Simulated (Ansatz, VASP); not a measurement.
**TiO2 in two plane-wave programs**

Aim: how closely do two programs agree when they are given the same cell, functional and k mesh? The structure shown is frame 43 of Ansatz's trajectory.

Calculated with Ansatz 0.2.0; plane waves, with VASP 6.6.1 beside it; single point at LDA.

**1. Set-up**

The cell holds 48 atoms: 16 Ti and 32 O. Cell: a = 5.918 Å, b = 6.497 Å, c = 24.279 Å, α = 90.0°, β = 90.0°, γ = 90.0°. It derives from TiO2 (rutile). As first built, before any earlier steps moved the atoms (in the runner's words): rutile TiO2 (cell 4.594, 4.594, 2.959, 90, 90, 90), (110) slab of 4 repeat layers, 2 x 1 surface cells; every coordinate displaced by a Gaussian of 0.02 A. Vacuum lies along c.

**2. Ansatz: dynamics, LDA**

Ansatz runs on its default PAW (the set named soft_2) files.

One frame of this run of dynamics is then solved in both programs, so the motion causes no difference.

Input file input.yaml:

```yaml
crystal:
  lattice:
    - [5.918, 0.0, 0.0]
    - [0.0, 6.4969, 0.0]
    - [0.0, 0.0, 24.27914]
  atoms:
    - { symbol: Ti, position: [0.00201, 0.00252, 0.29926] }
    - { symbol: Ti, position: [0.25361, 0.49598, 0.2999] }
    - { symbol: O, position: [0.00374, 0.50334, 0.24746] }
    - { symbol: O, position: [0.0054, 0.5005, 0.35066] }
    - { symbol: O, position: [0.25163, 0.80585, 0.30007] }
    - { symbol: O, position: [0.24792, 0.19926, 0.29949] }
    - { symbol: Ti, position: [0.99826, 0.49973, 0.43224] }
    - { symbol: Ti, position: [0.24529, 0.00043, 0.43373] }
    - { symbol: O, position: [0.99943, 0.99926, 0.38094] }
    - { symbol: O, position: [0.00171, 0.99995, 0.48491] }
    - { symbol: O, position: [0.25014, 0.30333, 0.43375] }
    - { symbol: O, position: [0.25248, 0.69759, 0.43282] }
    - { symbol: Ti, position: [0.00491, 0.99299, 0.56519] }
    - { symbol: Ti, position: [0.2522, 0.50293, 0.56813] }
    - { symbol: O, position: [0.99791, 0.50334, 0.51588] }
    - { symbol: O, position: [0.99957, 0.49447, 0.61964] }
    - { symbol: O, position: [0.24647, 0.80868, 0.56475] }
    - { symbol: O, position: [0.24768, 0.19601, 0.56705] }
    - { symbol: Ti, position: [0.99906, 0.50472, 0.70004] }
    - { symbol: Ti, position: [0.24984, 0.99987, 0.69974] }
    - { symbol: O, position: [0.99607, 0.00501, 0.64954] }
    - { symbol: O, position: [0.99495, 0.99955, 0.75143] }
    - { symbol: O, position: [0.25137, 0.30363, 0.70143] }
    - { symbol: O, position: [0.25749, 0.70075, 0.70013] }
    - { symbol: Ti, position: [0.50374, 0.00066, 0.30028] }
    - { symbol: Ti, position: [0.75715, 0.49483, 0.29995] }
    - { symbol: O, position: [0.5004, 0.50619, 0.24791] }
    - { symbol: O, position: [0.49003, 0.50643, 0.35139] }
    - { symbol: O, position: [0.74914, 0.80553, 0.30044] }
    - { symbol: O, position: [0.75866, 0.19347, 0.29989] }
    - { symbol: Ti, position: [0.50548, 0.50191, 0.43177] }
    - { symbol: Ti, position: [0.75239, 0.99878, 0.43246] }
    - { symbol: O, position: [0.50287, 0.99516, 0.38038] }
    - { symbol: O, position: [0.50531, 0.99878, 0.48444] }
    - { symbol: O, position: [0.7521, 0.30428, 0.43254] }
    - { symbol: O, position: [0.74892, 0.69385, 0.43271] }
    - { symbol: Ti, position: [0.50129, 0.99588, 0.56793] }
    - { symbol: Ti, position: [0.74682, 0.50064, 0.56801] }
    - { symbol: O, position: [0.50228, 0.49687, 0.51627] }
    - { symbol: O, position: [0.49494, 0.50131, 0.62074] }
    - { symbol: O, position: [0.749, 0.80425, 0.56732] }
    - { symbol: O, position: [0.74674, 0.19316, 0.56563] }
    - { symbol: Ti, position: [0.5034, 0.5013, 0.70062] }
    - { symbol: Ti, position: [0.7488, 0.99481, 0.70139] }
    - { symbol: O, position: [0.50655, 0.99994, 0.64713] }
    - { symbol: O, position: [0.49453, 0.00078, 0.75277] }
    - { symbol: O, position: [0.74845, 0.30727, 0.70021] }
    - { symbol: O, position: [0.75215, 0.69645, 0.70153] }
kpoints:
  mp_grid: { grid: [2, 1, 1] }
hamiltonian:
  xc: lda
scf:
  occupations: { method: fixed }
output:
  forces: true
md:
  timestep: 1.0
  n_steps: 128
  ensemble: nvt_nose_hoover
  temperature: 300
  initial_velocities: maxwell_boltzmann
  seed: 8826
```

Run with:

```console
ansatz run input.yaml --threads 4 --pin off --max-ram 8192MiB --backend cpu --events-out ev --progress --plain --runs-dir out
```

Numbers of over 12 decimals in the logs are rounded to 6 here.

The log of the run:

```text
Warning: md: disabling space-group detection — thermal motion breaks the input geometry's symmetry, so no spatial operation reduces the k-mesh or symmetrises the density; time reversal is kept, so that k and −k are solved as one point where they differ and the mesh holds both, and exact exchange and, on two spinor components, a DFT+U term hold to it where the run has them: on two components no moment then forms, and  [...]
Engine: ansatz 0.2.0, aarch64-unknown-linux-gnu
Pseudopotentials: kind: paw
Pseudopotential: Ti, paw, valence charge 12, recommended cutoff 420 eV (normal), Ti.paw.azcp
Pseudopotential: O, paw, valence charge 6, recommended cutoff 420 eV (normal), O.paw.azcp
Functional definition: SPW92
  exchange = slater_x
  correlation = pw_c
Crystal: 48 atoms, lattice volume = 933.500 Å³
Basis set: ecut = 420 eV, 18227 PW (Γ)
Bands: 240, of which v1, the nominal top of the filled ones, is band 192 counted from 1 (191 counted from 0)
Symmetry: 1 space group operations
k-points: 2
Non-local potential: Ti, projectors of the file, l = 0: 3, l = 1: 2, l = 2: 3, l = 3: 1
Non-local potential: O, projectors of the file, l = 0: 2, l = 1: 2, l = 2: 1
PAW form: soft (Blöchl's): semilocal exchange-correlation on the pseudo side does not see the compensation charge
PAW frozen core: Ti, regenerated for the run's functional, and the local potential with it (the file was generated under x = pbe(κ = 0.804, μ = 0.219515), c = pbe(β = 0.066725))
PAW frozen core: O, regenerated for the run's functional, and the local potential with it (the file was generated under x = pbe(κ = 0.804, μ = 0.219515), c = pbe(β = 0.066725))
PAW one-centre angular grid: Ti, 590 points (default); XC on 64 Gauss nodes
PAW one-centre angular grid: O, 110 points (default); XC on 64 Gauss nodes
Initial density: superposition of atomic densities (neutral atoms: chi_scale 0, normalization atom), corrected by the library's trained network
Initial wavefunctions: pseudopotential atomic-orbital guess
Functional: x = slater, c = lda
SCF iter   1: F=—  HF=-57031.700014 eV  |F-HF|=—  |Δ(HF+E_count)|=         —  Δρ=1.51e-2  dr2=2.48e0  ethr=1.77e-3  ⟨swp⟩=4.5  Hψ=1633  notcnv=0  defer=88
preconditioner: auto → Resta (q_TF=auto, 2.353 Å⁻¹)  ε∞=5.7  [insulator: Δε(μ)=1.146 eV  Ē_g=8.939 eV  n_scr=222 (ndim 8)  ℏωp=19.4 eV  f_vac=0.446  ε∞_Penn≈5.7  vacuum switching on, ρ_ref=5.8e-3 e/Å³]
SCF iter   2: F=—  HF=-57031.394700 eV  |F-HF|=—  |Δ(HF+E_count)|=   3.05e-1  Δρ=1.00e-2  dr2=8.41e-1  ethr=6.47e-4  ⟨swp⟩=2.0  Hψ=790  notcnv=0  defer=87
SCF iter   3: F=—  HF=-57031.260770 eV  |F-HF|=—  |Δ(HF+E_count)|=   1.34e-1  Δρ=3.54e-3  dr2=9.15e-2  ethr=2.19e-4  ⟨swp⟩=2.0  Hψ=614  notcnv=0  defer=84
SCF iter   4: F=—  HF=-57031.246070 eV  |F-HF|=—  |Δ(HF+E_count)|=   1.47e-2  Δρ=1.79e-3  dr2=3.37e-2  ethr=2.38e-5  ⟨swp⟩=2.0  Hψ=664  notcnv=0  defer=92
SCF iter   5: F=—  HF=-57031.242232 eV  |F-HF|=—  |Δ(HF+E_count)|=   3.84e-3  Δρ=7.57e-4  dr2=4.99e-3  ethr=8.78e-6  ⟨swp⟩=2.5  Hψ=618  notcnv=0  defer=92
SCF iter   6: F=—  HF=-57031.241694 eV  |F-HF|=—  |Δ(HF+E_count)|=   5.38e-4  Δρ=2.69e-4  dr2=4.99e-4  ethr=1.30e-6  ⟨swp⟩=2.5  Hψ=680  notcnv=0  defer=92
SCF iter   7: F=—  HF=-57031.241683 eV  |F-HF|=—  |Δ(HF+E_count)|=   1.09e-5  Δρ=1.25e-4  dr2=1.60e-4  ethr=1.30e-7  ⟨swp⟩=2.0  Hψ=700  notcnv=0  defer=91
SCF iter   8: F=—  HF=-57031.241683 eV  |F-HF|=—  |Δ(HF+E_count)|=   8.20e-7  Δρ=4.97e-5  dr2=1.99e-5  ethr=4.16e-8  ⟨swp⟩=2.0  Hψ=628  notcnv=0  defer=76
SCF iter   9: F=—  HF=-57031.241917 eV  |F-HF|=—  |Δ(HF+E_count)|=   2.34e-4  Δρ=3.47e-5  dr2=1.25e-5  ethr=5.19e-9  ⟨swp⟩=2.5  Hψ=714  notcnv=0  defer=75
SCF iter  10: F=—  HF=-57031.241917 eV  |F-HF|=—  |Δ(HF+E_count)|=   9.54e-8  Δρ=1.41e-5  dr2=2.16e-6  ethr=3.24e-9  ⟨swp⟩=2.0  Hψ=607  notcnv=0  defer=75
SCF iter  11: F=—  HF=-57031.241917 eV  |F-HF|=—  |Δ(HF+E_count)|=   2.98e-7  Δρ=6.91e-6  dr2=5.60e-7  ethr=5.64e-10  ⟨swp⟩=3.0  Hψ=639  notcnv=0  defer=75
SCF iter  12: F=—  HF=-57031.241917 eV  |F-HF|=—  |Δ(HF+E_count)|=   6.05e-8  Δρ=3.31e-6  dr2=1.49e-7  ethr=1.46e-10  ⟨swp⟩=2.5  Hψ=669  notcnv=0  defer=75
SCF iter  13: F=—  HF=-57031.241917 eV  |F-HF|=—  |Δ(HF+E_count)|=   5.07e-8  Δρ=2.95e-6  dr2=1.04e-7  ethr=1.25e-11  ⟨swp⟩=5.0  Hψ=1696  notcnv=0
SCF iter  14: F=-57031.241917 eV  HF=-57031.241917 eV  |F-HF|=8.52e-9  |Δ(HF+E_count)|=   3.16e-9  Δρ=1.39e-6  dr2=2.39e-8  ethr=1.25e-11  ⟨swp⟩=3.0  Hψ=1668  notcnv=0
SCF 1 converged in 14 iterations: F = -57031.241917 eV  dr2 = 2.39e-8
[...]
md step   104: t =   104.00 fs  T =   574.6 K  F+E_penalty+E_count = -57034.85428922 eV  E_kin = 3.490944 eV  conserved = -57029.42731180 eV  (4 SCF iters)
md step   105: t =   105.00 fs  T =   571.7 K  F+E_penalty+E_count = -57034.85895593 eV  E_kin = 3.473044 eV  conserved = -57029.42759765 eV  (4 SCF iters)
md step   106: t =   106.00 fs  T =   565.7 K  F+E_penalty+E_count = -57034.84485983 eV  E_kin = 3.436549 eV  conserved = -57029.42774186 eV  (4 SCF iters)
md step   107: t =   107.00 fs  T =   556.3 K  F+E_penalty+E_count = -57034.81021606 eV  E_kin = 3.379837 eV  conserved = -57029.42772195 eV  (4 SCF iters)
md step   108: t =   108.00 fs  T =   543.8 K  F+E_penalty+E_count = -57034.75578633 eV  E_kin = 3.303818 eV  conserved = -57029.42754505 eV  (4 SCF iters)
md step   109: t =   109.00 fs  T =   528.7 K  F+E_penalty+E_count = -57034.68474158 eV  E_kin = 3.211775 eV  conserved = -57029.42724563 eV  (3 SCF iters)
md step   110: t =   110.00 fs  T =   511.7 K  F+E_penalty+E_count = -57034.60215958 eV  E_kin = 3.108861 eV  conserved = -57029.42687277 eV  (11 SCF iters)
md step   111: t =   111.00 fs  T =   494.0 K  F+E_penalty+E_count = -57034.51426097 eV  E_kin = 3.001328 eV  conserved = -57029.42648113 eV  (5 SCF iters)
md step   112: t =   112.00 fs  T =   476.6 K  F+E_penalty+E_count = -57034.42753686 eV  E_kin = 2.895655 eV  conserved = -57029.42612704 eV  (4 SCF iters)
md step   113: t =   113.00 fs  T =   460.5 K  F+E_penalty+E_count = -57034.34790980 eV  E_kin = 2.797720 eV  conserved = -57029.42585118 eV  (4 SCF iters)
md step   114: t =   114.00 fs  T =   446.4 K  F+E_penalty+E_count = -57034.28008454 eV  E_kin = 2.712162 eV  conserved = -57029.42567693 eV  (4 SCF iters)
md step   115: t =   115.00 fs  T =   434.9 K  F+E_penalty+E_count = -57034.22719215 eV  E_kin = 2.642038 eV  conserved = -57029.42560460 eV  (4 SCF iters)
md step   116: t =   116.00 fs  T =   426.1 K  F+E_penalty+E_count = -57034.19076284 eV  E_kin = 2.588805 eV  conserved = -57029.42561451 eV  (4 SCF iters)
md step   117: t =   117.00 fs  T =   420.2 K  F+E_penalty+E_count = -57034.17097806 eV  E_kin = 2.552569 eV  conserved = -57029.42567874 eV  (3 SCF iters)
md step   118: t =   118.00 fs  T =   416.9 K  F+E_penalty+E_count = -57034.16709486 eV  E_kin = 2.532513 eV  conserved = -57029.42576833 eV  (4 SCF iters)
md step   119: t =   119.00 fs  T =   416.0 K  F+E_penalty+E_count = -57034.17789769 eV  E_kin = 2.527341 eV  conserved = -57029.42586279 eV  (3 SCF iters)
md step   120: t =   120.00 fs  T =   417.4 K  F+E_penalty+E_count = -57034.20204979 eV  E_kin = 2.535637 eV  conserved = -57029.42594880 eV  (10 SCF iters)
md step   121: t =   121.00 fs  T =   420.7 K  F+E_penalty+E_count = -57034.23827472 eV  E_kin = 2.556037 eV  conserved = -57029.42602721 eV  (5 SCF iters)
md step   122: t =   122.00 fs  T =   425.9 K  F+E_penalty+E_count = -57034.28534956 eV  E_kin = 2.587226 eV  conserved = -57029.42611012 eV  (4 SCF iters)
md step   123: t =   123.00 fs  T =   432.5 K  F+E_penalty+E_count = -57034.34194528 eV  E_kin = 2.627787 eV  conserved = -57029.42621087 eV  (4 SCF iters)
md step   124: t =   124.00 fs  T =   440.5 K  F+E_penalty+E_count = -57034.40638605 eV  E_kin = 2.675960 eV  conserved = -57029.42634956 eV  (5 SCF iters)
md step   125: t =   125.00 fs  T =   449.3 K  F+E_penalty+E_count = -57034.47640554 eV  E_kin = 2.729406 eV  conserved = -57029.42654116 eV  (4 SCF iters)
md step   126: t =   126.00 fs  T =   458.4 K  F+E_penalty+E_count = -57034.54896597 eV  E_kin = 2.785047 eV  conserved = -57029.42678731 eV  (3 SCF iters)
md step   127: t =   127.00 fs  T =   467.3 K  F+E_penalty+E_count = -57034.62018538 eV  E_kin = 2.838979 eV  conserved = -57029.42708621 eV  (4 SCF iters)
[...]
md step   128: t =   128.00 fs  T =   475.1 K  F+E_penalty+E_count = -57034.68540412 eV  E_kin = 2.886559 eV  conserved = -57029.42742800 eV  (10 SCF iters)
SCF converged after 10 iterations
Free energy (F): -57034.685404 eV
Harris-Foulkes:  -57034.685404 eV  (|F-HF|=8.61e-9)
Internal energy: -57034.685404 eV  (E = F + TS)
E sigma→0 (E₀):  -57034.685404 eV
Fermi energy:    1.517464 eV
--- Per-component energies (eV) ---
  E_band       = -6040.107074
  E_kinetic    = 9933.917012
  E_local      = -328265.307827  (includes V_loc(G=0)·N_el)
  E_nonlocal   = 1710.738687
  E_hartree    = 159692.779408
  E_xc         = -3873.473433
  E_vxc        = -4938.674733  (∫ρ·V_xc dr)
  E_paw        = -20655.558511  (= ΣΔE_a)
  E_vpaw       = -3866.476184  (= ΣTr[D̂ρ^β])
  E_aug_tail   = 0.081511  (compensation charges beyond the density's cutoff)
  E_ewald      = 124413.821056
  E_core_change = 8.316693  (= ΣΔE_core)
  E_smearing   = -0.000000  (= −TS)
  E_closure    = 0.000000  (closes the sum)
  Σ components = -57034.685404   (vs F -57034.685404, Δ=0.00e0)
--- Forces (eV/Å), atoms counted from 1 ---
  atom   1  Ti    -0.74461775     0.07969936    -1.01053614
  atom   2  Ti    -0.00747050     0.34426251     2.01967191
  atom   3  O     -1.01470779    -0.08417152    -1.35208645
  atom   4  O      0.12062817    -0.54385577     1.53888527
  atom   5  O      0.34317910     1.20407122     0.35092584
  atom   6  O      0.23097403    -0.15843999    -1.04169411
  atom   7  Ti     1.53700115     0.21759185    -1.29393430
  atom   8  Ti     0.81659686    -0.02783530    -0.73084264
  atom   9  O      0.80153468    -0.14871976     1.38967313
  atom  10  O     -0.46458106     0.12329355    -0.11539786
  atom  11  O     -0.64504512    -0.46932294     0.33974737
  atom  12  O     -0.74631300     0.67219117     0.92054693
  atom  13  Ti    -0.92573523    -1.28378803     0.24068674
  atom  14  Ti     0.38463214     0.66177612    -1.40827492
  atom  15  O     -0.29056269     0.06104863     0.83673636
  atom  16  O     -1.08069396     0.06091562    -0.24597875
  atom  17  O      0.39981547    -0.92691158    -0.14187183
  atom  18  O      1.09265631     1.41820525    -0.03883204
  atom  19  Ti     1.54457780    -0.72929536     2.68016335
  atom  20  Ti    -0.27065201     0.48788698    -0.33389156
  atom  21  O     -0.51241296     0.24680832    -1.76847021
  atom  22  O     -0.04019884     0.15835683     0.58181386
  atom  23  O      0.24788260    -0.20906367    -0.27470025
  atom  24  O     -0.02433645    -0.75078014    -0.14572943
[...]
atom  41  O      0.23812502    -0.34719039     0.22915330
  atom  42  O      1.04151592     1.82308726    -0.02068341
  atom  43  Ti    -0.81909467    -0.28881796     0.35792613
  atom  44  Ti     0.89811785     1.10228028     0.25553024
  atom  45  O      0.22993488     0.56366933    -2.40375672
  atom  46  O     -0.51705084     0.09876398     1.09726307
  atom  47  O      0.40623723     0.18184765    -0.13989057
  atom  48  O     -0.13166382    -0.76459640    -0.40760505
  max |Σ_I F_I| component: 8.64e-4 eV/Å
--- MD trajectory: 128 steps, t = 0.0 → 128.0 fs ---
  final state: T = 475.1 K   F+E_penalty+E_count = -57034.68540412 eV   E_kin = 2.886559 eV
  conserved energy: peak-to-peak 8.390e-3 eV (1.748e-4 eV/atom) over 128.0 fs
```

[end of part 1 of 2]

[Lines on the potential files, build, host, timing and source positions are cut from VASP's logs without a mark.]

[Logs are printed without paths, hosts, clocks, repeated set-up lines and the standing remarks that a program may print on its own settings, such as how far it seeks lower states.]

[Hosts, paths, dates, database ids (printed as entryN), source tags and the programs' standing remarks are cut or masked in the printed files.]
